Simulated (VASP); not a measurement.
A VASP calculation is set up with these files.

POSCAR:
```
Cr
1
    2.8800000000     0.0000000000     0.0000000000
    0.0000000000     2.8800000000     0.0000000000
    0.0000000000     0.0000000000     2.8800000000
Cr
2
Direct
  0.0000000000   0.0000000000   0.0000000000
  0.5000000000   0.5000000000   0.5000000000
```

### KPOINTS
```
Automatic mesh
0
Monkhorst-Pack
10 9 5
0 0 0
```

**INCAR**
```
SYSTEM = Cr
PREC = Accurate
ENCUT = 400
EDIFF = 1E-6
NELM = 100
ALGO = Normal
LREAL = .FALSE.
LASPH = .TRUE.
ISMEAR = 1
SIGMA = 0.1
GGA = PE
LMAXMIX = 4
ISPIN = 2
MAGMOM = 1.5 -1.5
LORBIT = 10
LWAVE = .FALSE.
LCHARG = .FALSE.
ISIF = 2
```

POTCAR, in this order: Cr_pv (PBE.64 set). Program: vasp_std.

The resulting files:

### standard output
```
 POSCAR found type information on POSCAR Cr
 POSCAR found :  1 types and       2 ions
 Reading from existing POTCAR
 Reading from existing POTCAR
 LDA part: xc-table for (Slater+PW92), standard interpolation

 -----------------------------------------------------------------------------
|                                                                             |
|           W    W    AA    RRRRR   N    N  II  N    N   GGGG   !!!           |
|           W    W   A  A   R    R  NN   N  II  NN   N  G    G  !!!           |
|           W    W  A    A  R    R  N N  N  II  N N  N  G       !!!           |
|           W WW W  AAAAAA  RRRRR   N  N N  II  N  N N  G  GGG   !            |
|           WW  WW  A    A  R   R   N   NN  II  N   NN  G    G                |
|           W    W  A    A  R    R  N    N  II  N    N   GGGG   !!!           |
|                                                                             |
|     Your reciprocal lattice and k-lattice belong to different lattice       |
|     classes:                                                                |
|                                                                             |
|        The reciprocal lattice is simple cubic,                              |
|        whereas your k-lattice is simple orthorhombic.                       |
|                                                                             |
|     Results are often still useful ...                                      |
|                                                                             |
 -----------------------------------------------------------------------------

 POSCAR, INCAR and KPOINTS ok, starting setup
 WAVECAR not read
 entering main loop
       N       E                     dE             d eps       ncg     rms          rms(c)
DAV:   1     0.200513362980E+03    0.20051E+03   -0.12626E+04  4872   0.154E+03
DAV:   2    -0.148632854189E+02   -0.21538E+03   -0.21394E+03  5032   0.455E+02
DAV:   3    -0.220899758818E+02   -0.72267E+01   -0.71224E+01  6456   0.946E+01
DAV:   4    -0.221827517885E+02   -0.92776E-01   -0.92761E-01  5584   0.110E+01
DAV:   5    -0.221850240522E+02   -0.22723E-02   -0.22722E-02  6816   0.136E+00    0.182E+01
DAV:   6    -0.190213021185E+02    0.31637E+01   -0.19434E+01  5296   0.524E+01    0.503E+00
DAV:   7    -0.190471477713E+02   -0.25846E-01   -0.31053E-01  5536   0.772E+00    0.293E+00
DAV:   8    -0.190486712189E+02   -0.15234E-02   -0.28580E-02  6344   0.166E+00    0.113E+00
DAV:   9    -0.190467553857E+02    0.19158E-02   -0.69129E-02  6056   0.187E+00    0.426E-01
DAV:  10    -0.190483717733E+02   -0.16164E-02   -0.51866E-03  7016   0.616E-01    0.279E-01
DAV:  11    -0.190501163727E+02   -0.17446E-02   -0.33785E-02  6416   0.104E+00    0.166E-01
DAV:  12    -0.190504818090E+02   -0.36544E-03   -0.76920E-03  5952   0.564E-01    0.701E-02
DAV:  13    -0.190505265586E+02   -0.44750E-04   -0.15427E-04  4928   0.158E-01    0.433E-02
DAV:  14    -0.190505466283E+02   -0.20070E-04   -0.99033E-05  6120   0.552E-02    0.257E-02
DAV:  15    -0.190505560949E+02   -0.94666E-05   -0.39184E-04  6256   0.115E-01    0.399E-03
DAV:  16    -0.190505568825E+02   -0.78755E-06   -0.49577E-06  5024   0.216E-02
   1 F= -.19050557E+02 E0= -.19050697E+02  d E =0.418912E-03  mag=     0.0000
```

OUTCAR:
```
------------------------ aborting loop because EDIFF is reached ----------------------------------------
  FORCE on cell =-STRESS in cart. coord.  units (eV):
  Direction    XX          YY          ZZ          XY          YZ          ZX
  --------------------------------------------------------------------------------------
  Total       -0.5505882     -0.5505882     -0.5505882     -0.0000000     -0.0000000      0.0000000
  in kB      -36.9283615    -36.9283615    -36.9283615     -0.0000000     -0.0000000      0.0000000
  external PRESSURE =     -36.9283615 kB  Pullay stress =       0.0000000 kB
  volume of cell :       23.89
      direct lattice vectors                 reciprocal lattice vectors
     2.880000000  0.000000000  0.000000000     0.347222222  0.000000000  0.000000000
     0.000000000  2.880000000  0.000000000     0.000000000  0.347222222  0.000000000
     0.000000000  0.000000000  2.880000000     0.000000000  0.000000000  0.347222222
 POSITION                                       TOTAL-FORCE (eV/Angst)
 -----------------------------------------------------------------------------------
      0.00000      0.00000      0.00000         0.000000      0.000000      0.000000
      1.44000      1.44000      1.44000        -0.000000     -0.000000     -0.000000
 -----------------------------------------------------------------------------------
    total drift:                               -0.000000      0.000000      0.000000
  FREE ENERGIE OF THE ION-ELECTRON SYSTEM (eV)
  ---------------------------------------------------
  free  energy   TOTEN  =       -19.0505568825 eV

  energy  without entropy=      -19.0509757949  energy(sigma->0) =      -19.05069652

 total charge

# of ion       s       p       d       tot
------------------------------------------
    1        0.428   6.385   4.177  10.990
    2        0.428   6.385   4.177  10.990
--------------------------------------------------
tot          0.855  12.771   8.355  21.980

 magnetization (x)

# of ion       s       p       d       tot
------------------------------------------
    1        0.016   0.010   1.215   1.240
    2       -0.016  -0.010  -1.215  -1.240
--------------------------------------------------
tot          0.000   0.000   0.000   0.000
```
(Selected blocks of OUTCAR.)

From input and log, find the fault in this run and mend it.

The cause: the mesh has unequal divisions along equivalent axes and breaks the lattice's symmetry. The run ends without an error. Against the sound run, the energy per atom (σ→0) rises by 0.001 eV/atom; the pressure goes up by 0.06 GPa. To mend it, correct KPOINTS.
**KPOINTS**
```
Automatic mesh
0
Gamma
10 10 10
0 0 0
```
The mended run (PBE GGA, plane waves, VASP's PBE PAW potentials (set 64)) converges, and its OSZICAR ends with
```
   1 F= -.19053001E+02 E0= -.19052770E+02  d E =-.692500E-03  mag=     0.0000
```

The compound is Cr in the bcc, AFM order structure. The cell was not relaxed at this level.
